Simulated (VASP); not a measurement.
These are PBE GGA, VASP's PBE PAW potentials (set 64) (plane waves; VASP 6.6.1) values and carry that method's errors. Each cell was relaxed at this level.

Q: Which of these has an unstable (imaginary) mode at Γ?
(A) Mg2Sn, Fm-3m (225)
(B) KTaO3, Pm-3m (221)
(C) PdIn, Pm-3m (221)
(D) NbN, Fm-3m (225)

A: B, KTaO3, Pm-3m (221). Its optical Γ-point modes are 69i (×3), 179 (×3), 263 (×3), 505 (×3) cm⁻¹.
